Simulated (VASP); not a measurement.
Data:

```cif
data_Cu4O2
_chemical_formula_sum 'Cu4 O2'
_space_group_name_H-M_alt 'P 1'
_space_group_IT_number 1
_cell_length_a 4.35057
_cell_length_b 4.35057
_cell_length_c 4.35057
_cell_angle_alpha 90.000
_cell_angle_beta 90.000
_cell_angle_gamma 90.000
loop_
_space_group_symop_operation_xyz
  'x, y, z'
loop_
_atom_site_label
_atom_site_type_symbol
_atom_site_fract_x
_atom_site_fract_y
_atom_site_fract_z
_atom_site_occupancy
Cu1 Cu 0.75000 0.25000 0.75000 1
Cu2 Cu 0.25000 0.75000 0.75000 1
Cu3 Cu 0.75000 0.75000 0.25000 1
Cu4 Cu 0.25000 0.25000 0.25000 1
O1 O 0.00000 0.00000 0.00000 1
O2 O 0.50000 0.50000 0.50000 1
```

Computed with revPBE GGA, VASP's PBE PAW potentials (set 64) (plane waves; VASP 6.6.1). Run with 520 eV cut-off, 5×5×5 Γ-centred mesh, Gaussian smearing of 0.050 eV, potentials Cu O.

Question: Give the energy at these volumes per atom, relative to the lowest: 12.87, 13.28, 13.69, 14.10, 14.51 Å³.

Answer: 18.6, 4.7, 0.0, 3.1, 12.7 meV/atom. A third-order Birch-Murnaghan fit gives B0 = 99.7 GPa and B0′ = 4.7.

Measured: a 4.276 Å at 15 K (computed value off by +1.7 %), as given by Leila H. N. Rimmer et al., Physical Review B (2014), arXiv:1402.1026. The calculation is for a static lattice, while the measured a holds thermal and zero-point effects, which are part of the difference.

The compound is Cu2O in the cuprite structure. It was relaxed first, which changed the volume by +6 %.
